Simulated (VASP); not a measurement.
# CoW₃: intraband terms of a metal's spectrum

CoW₃, Pm-3m (no. 221), 4 atoms in the cell. PBE, independent-particle dielectric function; PAW potentials W_sv, Co (PBE set).

## Input

INCAR.step1:
```
PREC = Accurate
ENCUT = 320
ISMEAR = 1
SIGMA = 0.1
EDIFF = 1E-7
LASPH = True
KPAR = 4
LWAVE = False
LCHARG = True
ISPIN = 2
MAGMOM = 0 0 0 2
LMAXMIX = 4
```

INCAR.step2:
```
PREC = Accurate
ENCUT = 320
ISMEAR = 0
SIGMA = 0.3
EDIFF = 1E-6
LASPH = True
KPAR = 4
LWAVE = True
LCHARG = False
ISPIN = 2
MAGMOM = 0 0 0 2
LMAXMIX = 4
ICHARG = 11
NBANDS = 52
NEDOS = 3000
OMEGAMAX = 30
CSHIFT = 0.1
```

INCAR.step3, as INCAR.step2 but for:
```
- LWAVE = True
+ LWAVE = False
+ LOPTICS = True
+ ALGO = None
+ NELM = 1
+ ISTART = 1
```

INCAR.step4, as INCAR.step3 but for:
```
+ WPLASMAI = 0.03
```

INCAR.step5 to INCAR.step6 change the same tag again: WPLASMAI = 0.1, 0.3.

INCAR.step7, as INCAR.step6 but for:
```
- WPLASMAI = 0.3
+ RTIME = 40
```

INCAR.step8, as INCAR.step7 but for:
```
- RTIME = 40
+ RTIME = 1
```

INCAR.step9, as INCAR.step8 but for:
```
- RTIME = 1
+ LNABLA = True
```

INCAR.step10, as INCAR.step9 but for:
```
- ISMEAR = 0
- LNABLA = True
+ ISMEAR = -5
```

KPOINTS.step1:
```
k-points
0
Gamma
  7 7 7
```

KPOINTS.step2:
```
k-points
0
Gamma
  8 8 8
```

POSCAR:
```
CoW3
1.0
    3.9073510000      0.0000000000      0.0000000000
    0.0000000000      3.9073510000      0.0000000000
    0.0000000000      0.0000000000      3.9073510000
W Co
3 1
Direct
    0.5000000000      0.5000000000      0.0000000000
    0.5000000000      0.0000000000      0.5000000000
    0.0000000000      0.5000000000      0.5000000000
    0.0000000000      0.0000000000      0.0000000000
```

Commands (each step's output is kept before the next begins):
```
cat potpaw_PBE.64/W_sv/POTCAR potpaw_PBE.64/Co/POTCAR > POTCAR
cp INCAR.step1 INCAR
cp KPOINTS.step1 KPOINTS
mpirun -np 4 vasp_std > vasp.out
cp INCAR.step2 INCAR
cp KPOINTS.step2 KPOINTS
mpirun -np 4 vasp_std > vasp.out
cp INCAR.step3 INCAR
mpirun -np 4 vasp_std > vasp.out
cp INCAR.step4 INCAR
mpirun -np 4 vasp_std > vasp.out
cp INCAR.step5 INCAR
mpirun -np 4 vasp_std > vasp.out
cp INCAR.step6 INCAR
mpirun -np 4 vasp_std > vasp.out
cp INCAR.step7 INCAR
mpirun -np 4 vasp_std > vasp.out
cp INCAR.step8 INCAR
mpirun -np 4 vasp_std > vasp.out
cp INCAR.step9 INCAR
mpirun -np 4 vasp_std > vasp.out
cp INCAR.step10 INCAR
mpirun -np 4 vasp_std > vasp.out
```

## Result

- Bands: 52

One ground state, settings moved in the last step alone:

| Settings | Plasma frequency (eV) | Im ε at 0.5 eV | Im ε at 1 eV | Im ε at 2 eV | Im ε at 4 eV | Time (s) |
|---|---|---|---|---|---|---|
| interband part alone | 6.71 | 74.9 | 45.7 | 22.3 | 21.9 | 10 |
| Drude term, WPLASMAI 0.03 | 6.71 | 85.7 | 47.0 | 22.4 | 21.9 | 10 |
| Drude term, WPLASMAI 0.1 | 6.71 | 109.5 | 50.1 | 22.8 | 22.0 | 12 |
| Drude term, WPLASMAI 0.3 | 6.71 | 154.3 | 58.0 | 23.9 | 22.1 | 12 |
| relaxation time RTIME 40 fs | 6.71 | 80.8 | 46.4 | 22.4 | 21.9 | 11 |
| relaxation time RTIME 1 fs | 6.71 | 161.6 | 66.3 | 25.6 | 22.4 | 9 |
| transversal form (LNABLA) | 4.95 | 45.6 | 28.5 | 16.0 | 14.7 | 12 |
| tetrahedron method | – | – | – | – | – | no result |

Limits: Spin-orbit coupling is left out, which can matter with atoms this heavy.

VASP 6.6.1 took 115 s on 4 cores (Intel Xeon Platinum 8488C (Sapphire Rapids)), a shared host.
